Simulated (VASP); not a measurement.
Here is the system:

```yaml
crystal:
  lattice:
    - [0.00000, 3.18863, 3.18863]
    - [3.18863, 0.00000, 3.18863]
    - [3.18863, 3.18863, 0.00000]
  atoms:
    - { symbol: Sn, position: [0.00000, 0.00000, 0.00000] }
    - { symbol: Te, position: [0.50000, 0.50000, 0.50000] }
```

Method: TPSS meta-GGA, VASP's PBE PAW potentials (set 64) (plane waves; VASP). Run with 520 eV cut-off, 7×7×7 Γ-centred mesh, Gaussian smearing of 0.050 eV, potentials Sn_d Te.

Task: Estimate the energy per atom (σ→0).

Result: 
| Item | Value |
|---|---|
| energy per atom (σ→0) | -11.828 eV/atom |

The compound is SnTe in the rock salt structure, which distorts at low temperature. It was relaxed first. The start is the result of an earlier pass.
